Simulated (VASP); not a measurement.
Here is the system:

```
CELL_PARAMETERS angstrom
      6.45448     0.00000     0.00000
      0.00000     2.76741     2.79742
      0.00000    -2.76741     2.79742
ATOMIC_POSITIONS crystal
  Tl 0.25352 0.47018 0.97018
  Tl 0.74648 0.97018 0.47018
  F  0.64744 0.44782 0.94782
  F  0.35256 0.94782 0.44782
```

Method: PBEsol GGA, VASP's PBE PAW potentials (set 64) (plane waves; VASP). Numerical set-up: 400 eV cut-off, 4×7×7 Γ-centred mesh, Gaussian smearing of 0.010 eV, potentials Tl_d F.

At this cut-off the stress carries a Pulay error, which pulls relaxed volumes low. Energy and stress use the plane-wave basis of the starting cell.

Problem. The ions, cell shape and volume are relaxed. Predict the relaxed structure.

Solution. 
```
CELL_PARAMETERS angstrom
      5.99900     0.00000     0.00000
      0.00000     2.57506     2.58182
      0.00000    -2.57506     2.58182
ATOMIC_POSITIONS crystal
  Tl 0.23572 0.45910 0.95910
  Tl 0.76428 0.95910 0.45910
  F  0.64209 0.45890 0.95890
  F  0.35791 0.95890 0.45890
```
Space group P4/nmm (129), at a tolerance of 0.03 Å.

Problem. How do energy and volume change from the first to the last step?

Solution. The energy (σ→0) changes by -117.0 meV/atom and the volume by -20.2 %, in 24 ionic steps.

```
step  E(σ→0) (eV)  max force (eV/Å)  pressure (GPa)  volume (Å³)
----  -----------  ----------------  --------------  -----------
1        -15.6414             0.560           -7.73        99.94
2        -16.0305             0.627            1.14        83.50
3        -16.0393             0.429           -0.28        85.42
4        -16.0591             0.325           -0.30        84.59
5        -16.0770             0.182           -0.25        82.63
6        -16.0925             0.139           -0.06        81.44
7        -16.1059             0.036            0.51        78.69
8        -16.1061             0.046            0.43        79.01
9        -16.1066             0.084           -0.44        80.13
10       -16.1073             0.046           -0.08        79.64
11       -16.1078             0.027           -0.01        79.65
12       -16.1079             0.026            0.02        79.66
13       -16.1083             0.022           -0.01        79.72
14       -16.1090             0.010           -0.07        79.89
15       -16.1081             0.027           -0.12        80.23
16       -16.1091             0.006           -0.10        79.96
17       -16.1089             0.046            0.26        79.51
18       -16.1092             0.015            0.01        79.84
19       -16.1092             0.016            0.00        79.82
20       -16.1091             0.031            0.14        79.67
21       -16.1092             0.018            0.03        79.81
22       -16.1092             0.017            0.04        79.82
23       -16.1092             0.016            0.03        79.82
24       -16.1092             0.009            0.02        79.77
```

The structure comes from a computed database's TlF entry; how it stands against other phases isn't given here. This run relaxes it. Symmetry was kept, so distortions that lower it aren't found. The run is one of a series of settings (EDIFFG = -0.01, IBRION = 2, ISIF = 3, NSW = 50 against the base run), some of them coarse on purpose.
